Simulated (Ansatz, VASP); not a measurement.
# Cross-check of Ga24Si17O70 (amorphous 41Ga2O3-59SiO2 (mol %)) between VASP and Ansatz, part 2 of 2

One calculation is typed for both programs; each brings its own data sets. How far apart do they land? Of the first pair: The structure shown is the start of the Ansatz relaxation below; VASP solves that cell, so the two are compared at the walk's first step.

VASP 6.6.1 and Ansatz 0.2.0.

So far. Step 3 (VASP: single point, PBE, start cell, pair 1): The run ends at a pressure of 2.36 GPa, with forces up to 0.86 eV/Å.

## 5. Ansatz: relaxation, PBE

Level of this step: Ansatz beside VASP: Kohn-Sham DFT, plane waves, PBE (Ansatz).

This run makes the geometry at which the two programs are then compared.

The structure compared here is the end of the Ansatz relaxation.

Contents of input.yaml:

```yaml
crystal:
  lattice:
    - [10.98262, 0.0, 0.0]
    - [0.0, 10.98262, 0.0]
    - [0.0, 0.0, 10.98262]
  atoms:
    - { symbol: Ga, position: [0.69168, 0.87752, 0.33523] }
    - { symbol: Ga, position: [0.23737, 0.84403, 0.71207] }
    - { symbol: Ga, position: [0.53152, 0.22518, 0.01367] }
    - { symbol: Ga, position: [0.43941, 0.96, 0.98418] }
    - { symbol: Ga, position: [0.35127, 0.82655, 0.2716] }
    - { symbol: Ga, position: [0.44548, 0.5519, 0.25947] }
    - { symbol: Ga, position: [0.27131, 0.7386, 0.98926] }
    - { symbol: Ga, position: [0.48356, 0.00036, 0.48345] }
    - { symbol: Ga, position: [0.59893, 0.50647, 0.67476] }
    - { symbol: Ga, position: [0.04776, 0.65985, 0.76718] }
    - { symbol: Ga, position: [0.48554, 0.7509, 0.53638] }
    - { symbol: Ga, position: [0.85988, 0.75981, 0.09339] }
    - { symbol: Ga, position: [0.85366, 0.2357, 0.96105] }
    - { symbol: Ga, position: [0.58814, 0.74724, 0.08998] }
    - { symbol: Ga, position: [0.97692, 0.03389, 0.09377] }
    - { symbol: Ga, position: [0.72148, 0.47633, 0.12363] }
    - { symbol: Ga, position: [0.49709, 0.7579, 0.80558] }
    - { symbol: Ga, position: [0.98242, 0.47751, 0.0404] }
    - { symbol: Ga, position: [0.92339, 0.92666, 0.84748] }
    - { symbol: Ga, position: [0.15369, 0.09095, 0.64732] }
    - { symbol: Ga, position: [0.67189, 0.9441, 0.72633] }
    - { symbol: Ga, position: [0.18822, 0.02775, 0.88827] }
    - { symbol: Ga, position: [0.45642, 0.08797, 0.75527] }
    - { symbol: Ga, position: [0.88656, 0.44778, 0.80308] }
    - { symbol: Si, position: [0.26527, 0.45504, 0.06975] }
    - { symbol: Si, position: [0.49109, 0.51371, 0.95069] }
    - { symbol: Si, position: [0.45785, 0.08177, 0.25164] }
    - { symbol: Si, position: [0.68401, 0.5905, 0.41067] }
    - { symbol: Si, position: [0.06356, 0.47698, 0.5403] }
    - { symbol: Si, position: [0.10191, 0.8137, 0.2332] }
[... 75 atom lines left out ...]
    - { symbol: O, position: [0.71942, 0.77637, 0.2013] }
    - { symbol: O, position: [0.92669, 0.20835, 0.12736] }
    - { symbol: O, position: [0.46337, 0.71736, 0.20966] }
    - { symbol: O, position: [0.82089, 0.28753, 0.78354] }
    - { symbol: O, position: [0.45633, 0.56849, 0.57897] }
    - { symbol: O, position: [0.58835, 0.94106, 0.06682] }
total_charge: 1
kpoints:
  mp_grid: { grid: [1, 1, 1] }
hamiltonian:
  xc: pbe
  pseudopotentials: { kind: paw, azcp: { folder: soft_1 } }
scf:
  occupations: { method: fermi_dirac, width: 0.01 }
  lower_state_search: "off"
output:
  forces: true
magnetization:
  spin_polarized: true
  initial_magnetization: 1
relax:
  f_tol: 0.05
  max_steps: 90
```

Command:

```console
$ ansatz run input.yaml --threads 4 --pin off --max-ram 8192MiB --backend cpu --events-out ev --progress --plain --runs-dir out
```

Numbers of over 12 decimals in the logs are rounded to 6 here.

The program printed:

```text
[...]
Crystal: 111 atoms, lattice volume = 1324.701 Å³
Basis set: ecut = 420 eV, 25725 PW (Γ), exchange–correlation on 150×150×150 points (8 copies of the dense FFT grid, shifted against one another)
Bands: 511, of which v1, the nominal top of the filled ones, is band 400 counted from 1 (399 counted from 0)
Symmetry: 1 space group operations
[...]
k-points: 1
[...]
Starting moments: Σ|m| = 1 μB on 111 of 111 sites
[...]
- { symbol: O, position: [0.810088, 0.992475, 0.135715] }
    - { symbol: O, position: [0.278985, 0.912824, 0.968111] }
    - { symbol: O, position: [0.133239, 0.520438, 0.092512] }
    - { symbol: O, position: [0.397572, 0.856778, 0.432309] }
    - { symbol: O, position: [0.424793, 0.126015, 0.923573] }
    - { symbol: O, position: [0.518963, 0.936907, 0.821343] }
    - { symbol: O, position: [0.902179, 0.754393, 0.780088] }
[...]
- { symbol: O, position: [0.464955, 0.717236, 0.209254] }
    - { symbol: O, position: [0.817288, 0.290512, 0.784898] }
    - { symbol: O, position: [0.456078, 0.568574, 0.579212] }
    - { symbol: O, position: [0.590112, 0.940891, 0.066621] }
```

## 6. VASP: single point, PBE, relaxed cell, pair 2

The same cell, functional, mesh and smearing now go to VASP, with its own data sets.

Contents of INCAR:

```
SYSTEM = Ga24Si17O70
PREC = Accurate
ENCUT = 520
EDIFF = 1E-06
NELM = 200
ISMEAR = -1
SIGMA = 0.01
LREAL = Auto
ALGO = Normal
GGA = PE
NELECT = 799
NBANDS = 480
ISPIN = 2
MAGMOM = -0 -0 -0 0 0 0 0 0 -0 -0 0 -0 -0 -0 -0 -0 0 0 -0 0 0 -0 0 0 0 -0 -0 0 -0 -0 -0 0 -0 -0 0 -0 -0 -0 -0 -0 -0 0 0 0 0 0 0 0.01 0 0 0 0 0 0 0 0 0 -0 0 0.22 -0 0 -0 0 -0 0 0 -0 0 -0 -0 -0 0 0 0 -0 0 -0 0 0 0 0 0.51 -0 0 -0 0 0 0 -0 0 -0 -0 -0 -0 0 0.01 0 0 0 0 0.1 0 0 -0 0 -0 0 -0 0 0.01
LORBIT = 11
LWAVE = .FALSE.
LCHARG = .FALSE.
ISIF = 2
LASPH = .TRUE.
GGA_COMPAT = .FALSE.
NCORE = 4
```

Contents of POSCAR:

```
Ga24Si17O70
1.0
   10.9826200000      0.0000000000      0.0000000000
    0.0000000000     10.9826200000      0.0000000000
    0.0000000000      0.0000000000     10.9826200000
Ga Si O
24 17 70
Direct
    0.6915500000      0.8774800000      0.3380000000
    0.2399100000      0.8429000000      0.7101600000
    0.5256900000      0.2272400000      0.0142100000
    0.4399900000      0.9594900000      0.9863900000
    0.3532200000      0.8263200000      0.2711200000
    0.4463000000      0.5513600000      0.2564200000
    0.2720500000      0.7392800000      0.9893100000
    0.4835500000      0.0001400000      0.4838200000
    0.5980100000      0.5055800000      0.6736800000
    0.0513300000      0.6577100000      0.7661800000
    0.4852300000      0.7495600000      0.5354800000
    0.8613800000      0.7590600000      0.0972500000
    0.8443500000      0.2440000000      0.9637800000
    0.5895700000      0.7460200000      0.0902700000
    0.9755000000      0.0326900000      0.0993100000
    0.7166300000      0.4760700000      0.1351600000
    0.4999000000      0.7588800000      0.8062100000
    0.9761400000      0.4793400000      0.0398300000
    0.9291300000      0.9181800000      0.8447500000
    0.1534900000      0.0900200000      0.6435100000
    0.6730800000      0.9453100000      0.7233800000
    0.1935400000      0.0283800000      0.8844400000
    0.4579800000      0.0880900000      0.7555300000
    0.8901600000      0.4480300000      0.7950000000
    0.2618600000      0.4542400000      0.0690000000
    0.4893400000      0.5139800000      0.9493900000
    0.4587200000      0.0818700000      0.2524200000
    0.6857900000      0.5907200000      0.4100400000
    0.0655700000      0.4754100000      0.5377900000
    0.1038000000      0.8133000000      0.2346100000
[... 75 atom lines left out ...]
    0.7204100000      0.7792600000      0.2017000000
    0.9259400000      0.2094900000      0.1246100000
    0.4649500000      0.7172400000      0.2092500000
    0.8172900000      0.2905100000      0.7849000000
    0.4560800000      0.5685700000      0.5792100000
    0.5901100000      0.9408900000      0.0666200000
```

Contents of KPOINTS:

```
Automatic mesh
0
Gamma
1 1 1
0 0 0
```

The projector-augmented-wave data sets are Ga_d, Si and O (PBE family, release 64).

Command:

```console
$ mpirun -np 16 vasp_gam
```

The program printed:

```text
[... set-up lines as in an earlier step ...]
 entering main loop
       N       E                     dE             d eps       ncg     rms          rms(c)
DAV:   1     0.222001665454E+05    0.22200E+05   -0.29534E+05  1976   0.286E+03
DAV:   2     0.514804985741E+04   -0.17052E+05   -0.16137E+05  1920   0.883E+02
DAV:   3    -0.146810821559E+03   -0.52949E+04   -0.49674E+04  2632   0.366E+02
DAV:   4    -0.817869734452E+03   -0.67106E+03   -0.65987E+03  2632   0.140E+02
DAV:   5    -0.852496426579E+03   -0.34627E+02   -0.34225E+02  2568   0.347E+01BRMIX: very serious problems
 the old and the new charge density differ
 old charge density:   800.00000 new  799.00000
    0.706E+01
DAV:   6    -0.743312220972E+03    0.10918E+03   -0.39692E+02  3616   0.676E+01    0.276E+01
DAV:   7    -0.745667509207E+03   -0.23553E+01   -0.48978E+01  2224   0.129E+01    0.147E+01
DAV:   8    -0.745586229469E+03    0.81280E-01   -0.74914E+00  3104   0.104E+01    0.482E+00
DAV:   9    -0.745466288377E+03    0.11994E+00   -0.11998E+00  2760   0.766E+00    0.198E+00
[...]
DAV:  19    -0.745556479785E+03   -0.30741E-06   -0.59666E-05  2928   0.331E-02    0.784E-03
DAV:  20    -0.745556477783E+03    0.20012E-05   -0.11459E-05  1912   0.253E-02    0.455E-03
DAV:  21    -0.745556477265E+03    0.51885E-06   -0.91235E-06  2224   0.121E-02
   1 F= -.74555648E+03 E0= -.74555648E+03  d E =-.723367E-11  mag=     1.0000
```

OUTCAR, selected parts (step 6):

```text
  Total       18.0746677     15.8693704     20.5047154    -12.5254808      2.2589283      5.7395285
  in kB       21.8606480     19.1934218     24.7997016    -15.1491099      2.7320909      6.9417493
  external PRESSURE =      21.9512571 kB  Pullay stress =       0.0000000 kB

 POSITION                                       TOTAL-FORCE (eV/Angst)
 -----------------------------------------------------------------------------------
      7.59503      9.63703      3.71213         0.053421      0.049840     -0.017994
      2.63484      9.25725      7.79942         0.014165      0.007726      0.043185
      5.77345      2.49569      0.15606        -0.008059      0.070264      0.016072
      4.83224     10.53771     10.83315        -0.023707      0.006938      0.027372
[...]
magnetization (x)
# of ion       s       p       d       tot
------------------------------------------
    1       -0.000  -0.000  -0.000  -0.000
    2       -0.000  -0.000  -0.000  -0.000
    3       -0.000  -0.000   0.000  -0.001
    4       -0.000  -0.000   0.000  -0.000
    5       -0.000  -0.000   0.000  -0.000
    6       -0.000   0.000   0.000  -0.000
    7        0.000  -0.000   0.000   0.000
    8       -0.000   0.000   0.000   0.000
    9       -0.000   0.000  -0.000  -0.000
   10       -0.000  -0.000   0.000  -0.000
   11       -0.000  -0.000   0.000  -0.000
   12       -0.000  -0.000  -0.000  -0.000
   13       -0.003  -0.003   0.001  -0.005
[...]
--------------------------------------------------
tot          0.001   0.848   0.003   0.852

[... 2 parts as in an earlier step ...]

[... 1 further part left out ...]
[key lines of the parts left out:]
E-fermi :   2.7990
```

The run ends at a pressure of 2.20 GPa, with forces up to 0.10 eV/Å.

## 7. Differences

What differs besides the data sets and the points named for the pairs above, as far as they apply: site moments are counted in spheres of each program's own size. Total energies have different zeros and are not compared.

Both answers:

```tsv
quantity	Ansatz	VASP	difference
total moment (μB)	1.00	1.00	0.00
moment on O83 (μB)	0.51	0.48	+0.03
moment on O60 (μB)	0.22	0.23	-0.01
moment on O102 (μB)	0.10	0.11	-0.01
```

Forces on 8 of the 111 atoms, those with the largest forces and the largest differences (eV/Å; atoms numbered as in POSCAR):

```tsv
atom	Ansatz x, y, z	VASP x, y, z
Ga1	0.038, 0.021, -0.018	0.053, 0.050, -0.018
Ga3	0.001, 0.020, 0.008	-0.008, 0.070, 0.016
Ga7	0.005, -0.023, 0.029	-0.017, -0.057, 0.044
Ga15	0.009, 0.006, 0.045	0.052, 0.020, 0.085
Si28	0.020, 0.010, -0.023	0.065, 0.027, -0.040
Si37	0.021, 0.019, 0.004	0.062, -0.018, 0.032
Si40	0.006, 0.027, -0.025	0.017, -0.018, -0.075
O43	-0.025, -0.001, 0.011	-0.015, -0.023, 0.067
```

The forces differ by 20 meV/Å r.m.s., which is 81.4 % of the r.m.s. force of 0.024 eV/Å (both taken over all components). The cell carries a charge of +1 e against a uniform background, so its pressure also hangs on how the neutralising background is counted, and in a defect's cell a gap may be the spacing between its levels.

## 8. Results

| Quantity | Value |
| --- | --- |
| r.m.s. force difference (single point, PBE, start cell, pair 1) | 20 meV/Å |
| r.m.s. force difference (single point, PBE, relaxed cell, pair 2) | 20 meV/Å |

**Reading.** The r.m.s. force difference is 20 meV/Å (single point, PBE, start cell, pair 1), beyond the 12 meV/Å picked in this series as the mark of a large difference. What causes the difference of the single point, PBE, start cell, pair 1 pair stays open here. What causes the difference of the single point, PBE, relaxed cell, pair 2 pair stays open here. Such differences can come from data sets, numerical settings and the points named under the comparisons, not from the functional's error against experiment.

[Lines on the potential files, build, host, timing and source positions are cut from VASP's logs without a mark.]

[Logs are printed without paths, hosts, clocks, repeated set-up lines and the standing remarks that a program may print on its own settings, such as how far it seeks lower states.]

[Hosts, paths, dates, database ids (printed as entryN), source tags and the programs' standing remarks are cut or masked in the printed files.]
